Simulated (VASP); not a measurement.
Input of a VASP 6.6.1 run:

Contents of INCAR:

```
PREC = Accurate
ENCUT = 600
EDIFF = 1E-6
ISMEAR = 0
SIGMA = 0.02
LREAL = False
LASPH = True
NELM = 100
ALGO = Fast
ISIF = 3
LWAVE = False
LCHARG = False
GGA = PS
IVDW = 12
IBRION = 2
NSW = 60
EDIFFG = -0.01
```

KPOINTS

```
regular mesh
0
Gamma
  7 4 4
```

POSCAR

```
HfZrS4
1.0
   -3.6553971100      0.0000000000      0.0000000000
    0.0000000000      0.0000000000     -6.0817384400
    0.0000000000     -6.3313335200      0.0000000000
Zr Hf S
1 1 4
Direct
    0.5000000000      0.0000000000      0.5000000000
    0.0000000000      0.0000000000      0.0000000000
    0.4999999900      0.2360479500      0.8333333400
   -0.0000000100      0.2360479500      0.3333333400
    0.0000000100      0.7639520500      0.6666666600
    0.5000000000      0.7639520500      0.1666666600
```

Potentials or basis: VASP PAW PBE potentials, release 64 (Zr_sv, Hf_pv, S).

The run is started by

```bash
$ cat potpaw_PBE.64/Zr_sv/POTCAR potpaw_PBE.64/Hf_pv/POTCAR potpaw_PBE.64/S/POTCAR > POTCAR
$ mpirun -np 1 vasp_std > vasp.out
```

Question: What does it give for the relaxed cell?

Answer: a = 3.563 Å, b = 5.555 Å, c = 6.167 Å, α = 89.97°, β = 90.00°, γ = 90.00°.

Question: What does it give for the dispersion energy per atom?

Answer: -0.345 eV.

Final structure:
```xyz
6
Lattice="-3.5634 0.0000 0.0000 0.0000 -0.0015 -5.5545 0.0000 -6.1667 -0.0011" Properties=species:S:1:pos:R:3 pbc="T T T"
Zr   -1.7817   -3.0833   -0.0006
Hf    0.0000    0.0000    0.0000
S    -1.7817   -5.1565   -1.4602
S    -3.5634   -2.0387   -1.4662
S     0.0000   -4.1295   -4.0894
S    -1.7817   -1.0117   -4.0955
```
